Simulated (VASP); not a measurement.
VASP ran on this input.

### INCAR
```
SYSTEM = ZnSe
PREC = Accurate
ENCUT = 300
EDIFF = 1E-6
NELM = 100
ALGO = Normal
LREAL = .FALSE.
LASPH = .TRUE.
ISMEAR = 0
SIGMA = 0.01
GGA = PE
LMAXMIX = 4
LWAVE = .FALSE.
LCHARG = .FALSE.
ISIF = 2
```

### POSCAR
```
ZnSe
1
    0.0000000000     2.8324450000     2.8324450000
    2.8324450000     0.0000000000     2.8324450000
    2.8324450000     2.8324450000     0.0000000000
Zn Se
1 1
Direct
  0.0000000000   0.0000000000   0.0000000000
  0.7500000000   0.7500000000   0.7500000000
```

KPOINTS:
```
Regular mesh
0
G
 2 2 2
```

POTCAR, in this order: Zn Se (PBE.64 set). Program: vasp_std.

### Question
Translate this PBE calculation to Quantum ESPRESSO's pw.x.

### Answer
One equivalent input (not run):
```
&CONTROL
  calculation = 'scf'
  pseudo_dir = './pseudo'
  outdir = './out'
  tprnfor = .true.
  tstress = .true.
/
&SYSTEM
  ibrav = 0
  nat = 2
  ntyp = 2
  ecutwfc = 86
  occupations = 'smearing'
  smearing = 'gaussian'
  degauss = 0.000735
  input_dft = 'pbe'
/
&ELECTRONS
  conv_thr = 7.3e-08
  electron_maxstep = 100
/
ATOMIC_SPECIES
  Zn 65.380 Zn.upf
  Se 78.971 Se.upf
CELL_PARAMETERS angstrom
     0.0000000    2.8324450    2.8324450
     2.8324450    0.0000000    2.8324450
     2.8324450    2.8324450    0.0000000
ATOMIC_POSITIONS crystal
  Zn   0.0000000  0.0000000  0.0000000
  Se   0.7500000  0.7500000  0.7500000
K_POINTS automatic
  2 2 2 0 0 0
```
The two are equivalent in intent, not identical: the potentials are each code's own (VASP's PAW set, PseudoDojo norm-conserving files in pw.x), so ENCUT and ecutwfc are chosen apart and not converted; conv_thr bounds pw.x's estimated SCF error, while EDIFF bounds the energy change between steps.

The structure comes from a computed database's ZnSe entry; how it stands against other phases isn't given here. The cell was not relaxed at this level. The k-mesh is coarse (spacing up to 0.96 per Å, 2π included), so the numbers may not be converged in it. The run is one of a series of settings (KPOINTS 2×2×2 Γ-centred mesh against the base run), some of them coarse on purpose.
